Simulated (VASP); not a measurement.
A run of VASP 6.6.1 is set up as follows.

File INCAR:

```
PREC     = Accurate       # precision mode
ENCUT    = 520            # plane-wave cutoff, eV
EDIFF    = 1E-6           # SCF threshold, eV
ISMEAR   = 0              # smearing method
SIGMA    = 0.01           # smearing width, eV
LREAL    = False          # projectors in reciprocal space
LASPH    = True           # aspherical terms in the spheres
NELM     = 100            # most SCF steps
ALGO     = Fast           # electronic algorithm
ISIF     = 2              # what is computed and relaxed
LWAVE    = False          # write WAVECAR
LCHARG   = False          # write CHGCAR
GGA      = PE             # functional
NBANDS   = 35             # bands
```

The input KPOINTS:

```
Automatic mesh
0
Gamma
  12 12 2
```

The input POSCAR:

```
MoS2
1.0
    3.1730194941      0.0000000000      0.0000000000
   -1.5865097470      2.7479154886      0.0000000000
    0.0000000000      0.0000000000     12.4359056939
Mo S
2 4
Direct
    0.3333333333      0.6666666667      0.2500000000
    0.6666666667      0.3333333333      0.7500000000
    0.3333333333      0.6666666667      0.6249005388
    0.6666666667      0.3333333333      0.1249005388
    0.3333333333      0.6666666667      0.8750994612
    0.6666666667      0.3333333333      0.3750994612
```

Potentials or basis: VASP PAW PBE potentials, release 64 (Mo_sv, S).

Run with:

```sh
$ cat potpaw_PBE.64/Mo_sv/POTCAR potpaw_PBE.64/S/POTCAR > POTCAR
$ mpirun -np 1 vasp_std > vasp.out
```

What does it give for the largest force?

0.099 eV/Å.

Estimate the pressure.

2.3 GPa.

Stress tensor (GPa, compression positive):
```
1.81 0.00 0.00
0.00 1.81 0.00
0.00 0.00 3.15
```

Caveat: this functional lacks dispersion, which binds the layers, so the pressure and a relaxed spacing across them are unreliable.

**The experiment to reproduce.**

“Multiwavelength excitation Raman Scattering Analysis of bulk and 2 dimensional MoS2: Vibrational properties of atomically thin MoS2 layers”, 2015, arxiv:1506.03228 reports, for a bulk crystal of MoS2 at 300 K: band gap 1.3 eV (indirect).

Against the measured gap of MoS2, 1.3 eV (indirect; 300 K; “Multiwavelength excitation Raman Scattering Analysis of bulk and 2 dimensional MoS2: Vibrational properties of atomically thin MoS2 layers”, 2015, arxiv:1506.03228), the calculated 0.95 eV is off by -0.35 eV. Spin-orbit coupling on Mo is left out. The value is that of PBE on a finite k mesh, which can miss the band edges, without temperature or zero-point motion. Semilocal functionals fall short of measured gaps as a rule.
